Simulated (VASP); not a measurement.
Data:

```yaml
crystal:
  lattice:
    - [5.68731, 0.00000, 0.00000]
    - [0.00000, 5.68731, 0.00000]
    - [0.00000, 0.00000, 5.68731]
  atoms:
    - { symbol: Al, position: [0.98652, 0.98652, 0.98652] }
    - { symbol: Al, position: [0.51348, 0.51348, 0.98652] }
    - { symbol: Al, position: [0.51348, 0.98652, 0.51348] }
    - { symbol: Al, position: [0.98652, 0.51348, 0.51348] }
    - { symbol: Sb, position: [0.25000, 0.25000, 0.25000] }
    - { symbol: P, position: [0.75000, 0.75000, 0.25000] }
    - { symbol: P, position: [0.75000, 0.25000, 0.75000] }
    - { symbol: P, position: [0.25000, 0.75000, 0.75000] }
```

Calculation: PBE GGA, VASP's PBE PAW potentials (set 64) (plane waves; VASP). Run with 400 eV cut-off, Gaussian smearing of 0.050 eV, potentials Al Sb P.

Unless said otherwise, spin-orbit coupling is left out, though it shifts the bands of the heavy elements here.

Question: Give the energies of bands 7 to 20 at the high-symmetry points, in eV from the valence-band maximum.

Answer: 
| band | Γ | X | M | R |
|---|---|---|---|---|
| 7 | -5.46 | -3.60 | -4.41 | -5.41 |
| 8 | -2.36 | -3.25 | -4.34 | -5.41 |
| 9 | -2.36 | -3.25 | -3.26 | -1.59 |
| 10 | -2.36 | -3.01 | -2.92 | -1.59 |
| 11 | -2.24 | -2.87 | -2.92 | -1.19 |
| 12 | -2.24 | -2.51 | -2.49 | -1.19 |
| 13 | -2.24 | -1.80 | -1.64 | -1.19 |
| 14 | 0.00 | -1.80 | -1.23 | -0.27 |
| 15 | 0.00 | -1.00 | -0.59 | -0.27 |
| 16 | 0.00 | -1.00 | -0.59 | -0.27 |
| 17 | 0.56 | 2.24 | 2.90 | 1.85 |
| 18 | 1.60 | 2.27 | 2.90 | 1.85 |
| 19 | 1.60 | 3.14 | 3.26 | 1.85 |
| 20 | 2.00 | 3.75 | 3.64 | 2.84 |

The gap is direct, 0.56 eV, from the valence maximum at Γ to the conduction minimum at Γ.

The structure was generated: Al4P3Sb was put into an ordered model structure (P-43m), which need not be its known phase. It was relaxed first.
